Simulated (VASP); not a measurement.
Crystal: Ba2Tl5V3O12.

```
Ba V Tl O
1.0
     7.79523    0.00000    0.00000
    -3.89762    6.75087    0.00000
     0.00000    0.00000    8.65640
Ba V Tl O
2 3 5 12
Direct
  0.00000 0.00000 0.00000
  0.00000 0.00000 0.50000
  0.50000 0.00000 0.50000
  0.00000 0.50000 0.50000
  0.50000 0.50000 0.50000
  0.50000 0.00000 0.00000
  0.00000 0.50000 0.00000
  0.50000 0.50000 0.00000
  0.33333 0.66667 0.50000
  0.66667 0.33333 0.50000
  0.33333 0.66667 0.00000
  0.66667 0.33333 0.00000
  0.37560 0.00000 0.71446
  0.00000 0.37560 0.71446
  0.62440 0.62440 0.71446
  0.00000 0.62440 0.28554
  0.62440 0.00000 0.28554
  0.37560 0.37560 0.28554
  0.33333 0.66667 0.26369
  0.33333 0.66667 0.73631
  0.66667 0.33333 0.73631
  0.66667 0.33333 0.26369
```

The cell was built by a generator and needn't be a form met in nature.

| Quantity | Value |
| --- | --- |
| Program | VASP 6.6.1 |
| Task | relaxation of cell and atoms |
| Functional | PBE |
| Potentials or basis | VASP PAW PBE potentials, release 64 (Ba_sv, V_sv, Tl_d, O) |
| Cutoff | 520 eV |
| k mesh | 2 × 2 × 2 |
| Occupations | gaussian, width 0.15 eV |
| Spin | collinear spin, ferromagnetic start |
| Starting moments | [0.0, 0.0, 2.0, 2.0, 2.0, 0.0, 0.0, 0.0, 0.0, 0.0, 0.0, 0.0, 0.0, 0.0, 0.0, 0.0, 0.0, 0.0, 0.0, 0.0, 0.0, 0.0] μB |

At the start: pressure 5.1 GPa; volume 20.71 Å³/atom.

Task: How do energy, volume and symmetry change on relaxing?

Result: Over 24 steps the energy falls by 876.3 meV/atom and the volume is 24.26 Å³/atom (+17.2 %); space group P-31m (No. 162, to 0.05 Å); moment 4.95 μB per cell.

The path:
```tsv
step	energy change (eV)	largest force (eV/Å)	pressure (GPa)	volume (Å³)
1	0.0000	3.0648	5.15	455.54
2	-9.3467	3.0607	2.78	496.49
3	-10.5963	8.2719	5.91	521.21
4	-10.9723	6.4783	4.57	513.60
5	-14.7666	1.9915	-1.08	573.29
6	-14.8540	1.3830	-1.81	588.02
7	-14.8570	1.5333	-1.51	584.35
8	-15.6021	1.0414	-1.76	566.78
9	-15.9775	1.2295	-1.18	539.16
10	-16.3614	1.1458	2.44	513.90
11	-16.3616	1.1501	2.36	513.53
12	-16.9091	0.9229	1.34	517.04
13	-17.3070	1.1132	-0.14	522.09
14	-17.8766	0.8871	-0.25	523.75
15	-18.6054	1.3213	-0.36	528.70
16	-19.0822	0.8005	0.30	527.27
17	-19.1590	0.6075	0.82	526.48
18	-19.1637	0.5545	1.07	526.22
19	-19.2304	0.3465	-0.53	535.34
20	-19.2309	0.2900	-0.40	534.44
21	-19.2643	0.1519	-0.13	534.44
22	-19.2727	0.0821	-0.14	534.44
23	-19.2732	0.1156	-0.07	534.44
24	-19.2776	0.0736	0.04	533.72
```

Final structure:
```yaml
crystal:
  lattice:
    - [8.89129, 0.00000, 0.00000]
    - [-4.44564, 7.70008, 0.00000]
    - [0.00000, 0.00000, 7.79560]
  atoms:
    - { symbol: Ba, position: [0.00000, 0.00000, 0.00000] }
    - { symbol: Ba, position: [0.00000, 0.00000, 0.50000] }
    - { symbol: V, position: [0.50000, 0.00000, 0.50000] }
    - { symbol: V, position: [0.00000, 0.50000, 0.50000] }
    - { symbol: V, position: [0.50000, 0.50000, 0.50000] }
    - { symbol: Tl, position: [0.50000, 0.00000, 0.00000] }
    - { symbol: Tl, position: [0.00000, 0.50000, 0.00000] }
    - { symbol: Tl, position: [0.50000, 0.50000, 0.00000] }
    - { symbol: Tl, position: [0.33333, 0.66667, 0.50000] }
    - { symbol: Tl, position: [0.66667, 0.33333, 0.50000] }
    - { symbol: O, position: [0.33333, 0.66667, 0.00000] }
    - { symbol: O, position: [0.66667, 0.33333, 0.00000] }
    - { symbol: O, position: [0.31556, 0.00000, 0.57451] }
    - { symbol: O, position: [0.00000, 0.31556, 0.57451] }
    - { symbol: O, position: [0.68444, 0.68444, 0.57451] }
    - { symbol: O, position: [0.00000, 0.68444, 0.42549] }
    - { symbol: O, position: [0.68444, 0.00000, 0.42549] }
    - { symbol: O, position: [0.31556, 0.31556, 0.42549] }
    - { symbol: O, position: [0.33333, 0.66667, 0.22801] }
    - { symbol: O, position: [0.33333, 0.66667, 0.77199] }
    - { symbol: O, position: [0.66667, 0.33333, 0.77199] }
    - { symbol: O, position: [0.66667, 0.33333, 0.22801] }
```

Caveat: the k mesh is coarse (spacing up to 0.47 Å⁻¹), so the values aren't converged; the volume moved by over 15 % at a fixed basis, so the end points are rough; the relaxation stopped at a loose force limit of 0.08 eV/Å, so its end isn't a converged minimum.
